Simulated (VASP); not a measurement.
Given:

```yaml
crystal:
  lattice:
    - [0.00000, 2.35321, 2.35321]
    - [2.35321, 0.00000, 2.35321]
    - [2.35321, 2.35321, 0.00000]
  atoms:
    - { symbol: Zr, position: [0.00000, 0.00000, 0.00000] }
    - { symbol: C, position: [0.50000, 0.50000, 0.50000] }
```

Method: SCAN meta-GGA, VASP's PBE PAW potentials (set 64) (plane waves; VASP 6.6.1). Settings: 520 eV cut-off, 15×15×15 Γ-centred mesh, tetrahedra with Blöchl corrections, potentials Zr_sv C.

Q: Give the energies of bands 6 to 11 at the high-symmetry points, in eV from the Fermi level.

A: 
```
band     Γ      X      U      L      W
----  ----  -----  -----  -----  -----
6     0.89  -2.29  -3.19  -5.53  -2.82
7     0.89  -1.70  -2.48  -3.12  -2.50
8     0.89  -0.04  -1.73  -3.12  -2.50
9     1.26  -0.04   1.63   4.76   3.48
10    1.26   4.61   5.15   4.76   3.48
11    1.26   5.94   5.68   5.64   5.95
```

It has no gap at this level: it comes out as a metal or semimetal.

The compound is ZrC in the rock salt structure. It was relaxed first.
